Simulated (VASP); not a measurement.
All values below come from PBE GGA, VASP's PBE PAW potentials (set 64) (plane waves; VASP).

Input for VASP

**POSCAR**
```
B31N31O
1
    7.2488848260     0.0000000000     0.0000000000
    0.0000000000     7.2488848260     0.0000000000
    0.0000000000     0.0000000000     7.2488848260
B N O
31 31 1
Direct
  0.5006190206   0.0010945872   0.0005220112
  0.7475831143   0.2498366062   0.0016425553
  0.7476393856   0.0021550507   0.2493441056
  0.0006391858   0.0000004379   0.9995392572
  0.2513606884   0.2502372588   0.0005258897
  0.5000805232   0.4972137251   0.0016784293
  0.7504580406   0.7495875359   0.9995252109
  0.2514728419   0.0010695622   0.2496915864
  0.7522218534   0.5019682792   0.2504316893
  0.5002230948   0.0023550650   0.4966165618
  0.7522380300   0.2510118492   0.5013910760
  0.7504393223   0.0000625896   0.7491094090
  0.9999273151   0.5000702763   0.9995012551
  0.2504216257   0.7502142984   0.9995690221
  0.0005586084   0.2499869231   0.2494821319
  0.2524142868   0.4972978053   0.2493190584
  0.5003313509   0.7502392411   0.2495065020
  0.0000489121   0.0001373354   0.4995952110
  0.2525900538   0.2499717903   0.4965956650
  0.5012233313   0.5020318843   0.5013276598
  0.7502655655   0.7510312984   0.4994579162
  0.2505000531   0.0001471250   0.7497048663
  0.5003157216   0.2501220629   0.7496386499
  0.7501894003   0.4999982323   0.7504600153
  0.0004797392   0.7500539972   0.2499303891
  0.0012514820   0.5000097400   0.4995223265
  0.2503966833   0.7496778050   0.4996048177
  0.0003940326   0.2504478120   0.7495207082
  0.2503422886   0.5001572305   0.7490805086
  0.5006874472   0.7501165236   0.7495405686
  0.0004568012   0.7500996296   0.7495778624
  0.6353604334   0.1132056157   0.1127116413
  0.8736654271   0.3748808574   0.1263722295
  0.8737199152   0.1269682322   0.3743961509
  0.1249742989   0.1250040247   0.1245357136
  0.3635421433   0.3849018621   0.1127928656
  0.6251815977   0.6232921960   0.1264274050
  0.8762788709   0.8737508818   0.1237586388
  0.3637326166   0.1135026470   0.3842377642
  0.8761580616   0.6259002270   0.3747346746
  0.6252650704   0.1270401887   0.6227837956
  0.8760951669   0.3752483925   0.6253408653
  0.8762793082   0.1242315853   0.8732546970
  0.1241198925   0.6259396183   0.1237094054
  0.3754050537   0.8747137610   0.1244853768
  0.1256866178   0.3749036475   0.3742901291
  0.3772465526   0.6234374854   0.3743512242
  0.6252184171   0.8754948923   0.3742872161
  0.1241972249   0.1243469257   0.6253248127
  0.3772604179   0.3749728848   0.6227149502
  0.6255468007   0.6259049919   0.6253038514
  0.8751366305   0.8751250135   0.6242470568
  0.3753947906   0.1250885813   0.8741666909
  0.6251019803   0.3748551077   0.8748734267
  0.8750744851   0.6247422417   0.8745073639
  0.1236502897   0.8733097001   0.3748477171
  0.1253103725   0.6248343805   0.6242758646
  0.3746006180   0.8739684513   0.6253399906
  0.1235255814   0.3753698684   0.8727154850
  0.3745399607   0.6259199857   0.8732762247
  0.6257324485   0.8733059878   0.8727427802
  0.1252233673   0.8748903668   0.8743643759
  0.6371937886   0.3869608404   0.3863317006
```

**INCAR**
```
SYSTEM  =  B31N31O
PREC  =  Normal; ENCUT  =  400; LREAL  =  Auto
LASPH  =  .TRUE.; ISYM  =  0
EDIFF  =  1E-6; NELM  =  100; NELMIN  =  4
ALGO  =  Fast
ISMEAR  =  0; SIGMA  =  0.05
GGA  =  PE
ISPIN  =  2; MAGMOM  =  63*0.0317; NUPDOWN  =  2
LWAVE  =  .TRUE.; LCHARG  =  .FALSE.; LORBIT  =  11
LHYPERFINE  =  .TRUE.
```

File KPOINTS:
```
K-points
0
gamma
 1 1 1
```

POTCAR, in this order: B N O (PBE.64 set). Program: vasp_gam. Read from the step before: WAVECAR.

Output of the run:

OSZICAR:
```
       N       E                     dE             d eps       ncg     rms          rms(c)
DAV:   1    -0.542101791466E+03   -0.54210E+03   -0.13598E-05   816   0.111E-02    0.278E-03
RMM:   2    -0.542101791392E+03    0.73858E-07   -0.17044E-06   430   0.366E-03    0.150E-03
RMM:   3    -0.542101791391E+03    0.99863E-09   -0.30795E-07   475   0.143E-03    0.833E-04
RMM:   4    -0.542101791387E+03    0.39963E-08   -0.63336E-08   331   0.651E-04
   1 F= -.54210179E+03 E0= -.54210179E+03  d E =-.606425E-11  mag=     2.0000
```

File OUTCAR:
```
------------------------ aborting loop because EDIFF is reached ----------------------------------------
  FORCE on cell =-STRESS in cart. coord.  units (eV):
  Direction    XX          YY          ZZ          XY          YZ          ZX
  --------------------------------------------------------------------------------------
  Total       -9.8215377     -9.8251777     -9.8492310      2.4353895      2.5238689      2.5102880
  in kB      -41.3120239    -41.3273346    -41.4285094     10.2439021     10.6160701     10.5589450
  external PRESSURE =     -41.3559560 kB  Pullay stress =       0.0000000 kB
  volume of cell :      380.90
      direct lattice vectors                 reciprocal lattice vectors
     7.248884826  0.000000000  0.000000000     0.137952254  0.000000000  0.000000000
     0.000000000  7.248884826  0.000000000     0.000000000  0.137952254  0.000000000
     0.000000000  0.000000000  7.248884826     0.000000000  0.000000000  0.137952254
 POSITION                                       TOTAL-FORCE (eV/Angst)
 -----------------------------------------------------------------------------------
      3.62893      0.00793      0.00378        -0.017129     -0.006440      0.001307
      5.41914      1.81104      0.01191        -0.009099      0.002177      0.003829
      5.41955      0.01562      1.80747        -0.005515      0.012845     -0.002799
      0.00463      0.00000      7.24554        -0.009795      0.009447      0.003018
      1.82208      1.81394      0.00381        -0.006191     -0.010889      0.003367
      3.62503      3.60425      0.01217         0.011640     -0.008515      0.006347
      5.43998      5.43367      7.24544        -0.001206      0.003431      0.003565
      1.82290      0.00775      1.80999        -0.009731      0.008119     -0.007734
      5.45277      3.63871      1.81535         0.006237     -0.003634     -0.006121
      3.62606      0.01707      3.59992         0.002604      0.002335     -0.003445
      5.45289      1.81956      3.63453         0.002627     -0.007994      0.002610
      5.43985      0.00045      5.43021         0.003557      0.005330     -0.002410
      7.24836      3.62495      7.24527        -0.002180      0.007589      0.000510
      1.81528      5.43822      7.24576        -0.001945      0.016791     -0.008905
      0.00405      1.81213      1.80847         0.001684      0.004763     -0.004969
      1.82972      3.60485      1.80729         0.015841     -0.013769     -0.002432
      3.62684      5.43840      1.80864         0.006695      0.014459     -0.014009
      0.00035      0.00100      3.62151        -0.008341     -0.003103     -0.003541
      1.83100      1.81202      3.59976        -0.003618     -0.004507     -0.004283
      3.63331      3.63917      3.63407         0.005752     -0.010125      0.012068
      5.43859      5.44414      3.62051         0.010401      0.015798      0.003686
      1.81585      0.00107      5.43452        -0.014459      0.001991     -0.000506
      3.62673      1.81311      5.43404         0.004563     -0.012359      0.005536
      5.43804      3.62443      5.44000         0.014682      0.000056      0.013149
      0.00348      5.43706      1.81172        -0.004628      0.015310     -0.004029
      0.00907      3.62451      3.62098         0.007040     -0.003659     -0.008554
      1.81510      5.43433      3.62158        -0.000104      0.008595     -0.005136
      0.00286      1.81547      5.43319         0.002003     -0.008862      0.006235
      1.81470      3.62558      5.43000        -0.004547     -0.008052      0.003228
      3.62943      5.43751      5.43333         0.008843      0.009682      0.007844
      0.00331      5.43739      5.43360        -0.003012      0.016917      0.004428
      4.60565      0.82061      0.81703        -0.012100      0.017246      0.009658
      6.33310      2.71747      0.91606        -0.007756      0.006752      0.015621
      6.33350      0.92038      2.71395        -0.012946      0.008573     -0.004722
      0.90592      0.90614      0.90275         0.003664      0.000376     -0.010578
      2.63528      2.79011      0.81762         0.004607     -0.002191      0.003410
      4.53187      4.51817      0.91646         0.003076      0.006668      0.002560
      6.35204      6.33372      0.89711        -0.008065      0.008652      0.002421
      2.63666      0.82277      2.78530        -0.001225     -0.013531     -0.006455
      6.35117      4.53708      2.71641        -0.001829     -0.010276      0.004388
      4.53247      0.92090      4.51449        -0.009199     -0.001082     -0.002245
      6.35071      2.72013      4.53302         0.003708      0.013968     -0.006713
      6.35205      0.90054      6.33012        -0.011839      0.011239      0.008776
      0.89973      4.53736      0.89676         0.008366     -0.016728      0.011089
      2.72127      6.34070      0.90238        -0.003314     -0.013898      0.000682
      0.91109      2.71763      2.71319        -0.001180      0.000481      0.004199
      2.73462      4.51923      2.71363         0.002309     -0.012811      0.004467
      4.53214      6.34636      2.71316        -0.013887     -0.014307      0.003975
      0.90029      0.90138      4.53291         0.010676      0.007330     -0.002556
      2.73472      2.71814      4.51399         0.004065      0.008211      0.006819
      4.53452      4.53711      4.53276        -0.004501     -0.003220     -0.003674
      6.34376      6.34368      4.52510        -0.002290     -0.017727      0.002236
      2.72119      0.90675      6.33673        -0.003202      0.000386     -0.013473
      4.53129      2.71728      6.34186        -0.000167      0.000018      0.000662
      6.34331      4.52868      6.33920         0.000721      0.007885     -0.005932
      0.89633      6.33052      2.71723         0.006969      0.001859     -0.011744
      0.90836      4.52935      4.52530         0.008806     -0.004882     -0.003624
      2.71544      6.33530      4.53302         0.013078     -0.011772     -0.007251
      0.89542      2.72101      6.32621         0.020028     -0.008266      0.002967
      2.71500      4.53722      6.33028         0.012422     -0.008267      0.003618
      4.53586      6.33049      6.32641        -0.020146     -0.006445     -0.000545
      0.90773      6.34198      6.33817        -0.001243     -0.013172     -0.016532
      4.61894      2.80503      2.80047         0.009725      0.005203      0.006644
 -----------------------------------------------------------------------------------
    total drift:                               -0.032377     -0.034890      0.018671
  FREE ENERGIE OF THE ION-ELECTRON SYSTEM (eV)
  ---------------------------------------------------
  free  energy   TOTEN  =      -542.1017913872 eV

  energy  without entropy=     -542.1017913872  energy(sigma->0) =     -542.10179139

 total charge

# of ion       s       p       d       tot
------------------------------------------
    1        0.677   1.371   0.000   2.048
    2        0.676   1.364   0.000   2.040
    3        0.676   1.365   0.000   2.041
    4        0.673   1.357   0.000   2.030
    5        0.677   1.371   0.000   2.048
    6        0.676   1.364   0.000   2.040
    7        0.671   1.348   0.000   2.019
    8        0.677   1.371   0.000   2.048
    9        0.668   1.330   0.000   1.998
   10        0.676   1.364   0.000   2.040
   11        0.668   1.330   0.000   1.998
   12        0.671   1.348   0.000   2.019
   13        0.671   1.348   0.000   2.019
   14        0.673   1.357   0.000   2.030
   15        0.672   1.358   0.000   2.030
   16        0.676   1.364   0.000   2.040
   17        0.672   1.358   0.000   2.030
   18        0.671   1.348   0.000   2.019
   19        0.676   1.365   0.000   2.041
   20        0.668   1.330   0.000   1.998
   21        0.672   1.355   0.000   2.028
...
```
(Selected blocks of OUTCAR.)

At this cut-off the stress carries a Pulay error, which pulls relaxed volumes low.  The supercell is sampled at Γ alone, which is coarse: total energies, pressure and levels can be off, energies of defects by several tenths of an eV.

The cell is a supercell with a defect, built from BN (zinc blende): O_N-vac_B.
